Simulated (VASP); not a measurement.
All values below come from LDA (Ceperley-Alder, Perdew-Zunger), VASP's LDA PAW potentials (set 64) (plane waves; VASP).

Input for VASP

**KPOINTS**
```
Automatic mesh
0
Gamma
8 8 8
0 0 0
```

INCAR:
```
SYSTEM=KCl
PREC=Accurate; ENCUT=520; LREAL=F
LASPH=T
EDIFF=1E-7; NELM=100; ALGO=Normal
ISMEAR=0; SIGMA=0.05
ISIF=2
LWAVE=F; LCHARG=F
```

File POSCAR:
```
KCl
1
    0.0000000000     3.1020627120     3.1020627120
    3.1020627120     0.0000000000     3.1020627120
    3.1020627120     3.1020627120     0.0000000000
K Cl
1 1
Direct
  0.0000000000   0.0000000000   0.0000000000
  0.5000000000   0.5000000000   0.5000000000
```

POTCAR, in this order: K_sv Cl (LDA.64 set). Program: vasp_std.

The run wrote:

OSZICAR:
```
       N       E                     dE             d eps       ncg     rms          rms(c)
DAV:   1     0.109549570411E+03    0.10955E+03   -0.71832E+03   696   0.120E+03
DAV:   2    -0.836246061937E+00   -0.11039E+03   -0.10169E+03   892   0.292E+02
DAV:   3    -0.746370421541E+01   -0.66275E+01   -0.65898E+01   896   0.642E+01
DAV:   4    -0.767911139518E+01   -0.21541E+00   -0.21511E+00  1168   0.115E+01
DAV:   5    -0.768141711109E+01   -0.23057E-02   -0.23056E-02   916   0.116E+00    0.369E+00
DAV:   6    -0.742152826472E+01    0.25989E+00   -0.48048E-01   836   0.405E+00    0.297E+00
DAV:   7    -0.739507928709E+01    0.26449E-01   -0.88542E-02   940   0.193E+00    0.168E+00
DAV:   8    -0.739478620615E+01    0.29308E-03   -0.11717E-02   980   0.997E-01    0.187E-01
DAV:   9    -0.739484877649E+01   -0.62570E-04   -0.82808E-04   980   0.178E-01    0.737E-02
DAV:  10    -0.739494381369E+01   -0.95037E-04   -0.91029E-05   952   0.889E-02    0.110E-02
DAV:  11    -0.739494511804E+01   -0.13043E-05   -0.32074E-06   968   0.165E-02    0.576E-03
DAV:  12    -0.739494551277E+01   -0.39474E-06   -0.20309E-06   900   0.115E-02    0.297E-03
DAV:  13    -0.739494545546E+01    0.57313E-07   -0.21239E-07   884   0.405E-03
   1 F= -.73949455E+01 E0= -.73949455E+01  d E =-.367337E-18
```

**OUTCAR**
```
------------------------ aborting loop because EDIFF is reached ----------------------------------------
  FORCE on cell =-STRESS in cart. coord.  units (eV):
  Direction    XX          YY          ZZ          XY          YZ          ZX
  --------------------------------------------------------------------------------------
  Total       -0.4618560     -0.4618560     -0.4618560     -0.0000000      0.0000000      0.0000000
  in kB      -12.3946846    -12.3946846    -12.3946846     -0.0000000      0.0000000      0.0000000
  external PRESSURE =     -12.3946846 kB  Pullay stress =       0.0000000 kB
  volume of cell :       59.70
      direct lattice vectors                 reciprocal lattice vectors
     0.000000000  3.102062712  3.102062712    -0.161183073  0.161183073  0.161183073
     3.102062712  0.000000000  3.102062712     0.161183073 -0.161183073  0.161183073
     3.102062712  3.102062712  0.000000000     0.161183073  0.161183073 -0.161183073
  FREE ENERGIE OF THE ION-ELECTRON SYSTEM (eV)
  ---------------------------------------------------
  free  energy   TOTEN  =        -7.3949454555 eV

  energy  without entropy=       -7.3949454555  energy(sigma->0) =       -7.39494546
```
(Selected blocks of OUTCAR.)

File OUTCAR:
```
 val. band max:       -1.9054722191   @ k =   0.0000   0.0000   0.0000

 cond. band min:       2.9852774638   @ k =   0.0000   0.0000   0.0000


 Fermi energy:        -1.6150405676

 k-point     1 :       0.0000    0.0000    0.0000
  band No.  band energies     occupation
      1     -28.6401      2.00000
      2     -13.9827      2.00000
      3     -12.3393      2.00000
      4     -12.3393      2.00000
      5     -12.3393      2.00000
      6      -1.9055      2.00000
      7      -1.9055      2.00000
      8      -1.9055      2.00000
      9       2.9853      0.00000
     10       6.1952      0.00000
     11       6.1952      0.00000
     12       6.1952      0.00000

 k-point     2 :       0.1250    0.0000    0.0000
  band No.  band energies     occupation
      1     -28.6379      2.00000
      2     -14.0179      2.00000
      3     -12.3410      2.00000
      4     -12.3410      2.00000
      5     -12.2951      2.00000
      6      -2.1297      2.00000
      7      -1.9657      2.00000
      8      -1.9657      2.00000
      9       3.3900      0.00000
     10       6.0639      0.00000
     11       6.4027      0.00000
     12       6.4027      0.00000

 k-point     3 :       0.2500    0.0000    0.0000
  band No.  band energies     occupation
      1     -28.6327      2.00000
      2     -14.0966      2.00000
      3     -12.3451      2.00000
      4     -12.3451      2.00000
      5     -12.1943      2.00000
      6      -2.5881      2.00000
      7      -2.1049      2.00000
      8      -2.1049      2.00000
      9       4.3122      0.00000
     10       5.9733      0.00000
     11       6.9922      0.00000
     12       6.9922      0.00000

 k-point     4 :       0.3750    0.0000    0.0000
  band No.  band energies     occupation
      1     -28.6274      2.00000
      2     -14.1680      2.00000
      3     -12.3492      2.00000
      4     -12.3492      2.00000
      5     -12.1001      2.00000
      6      -2.9726      2.00000
...
```

The compound is KCl in the rock salt structure. This cell is one point of a volume scan, at 1.06 of the reference volume.
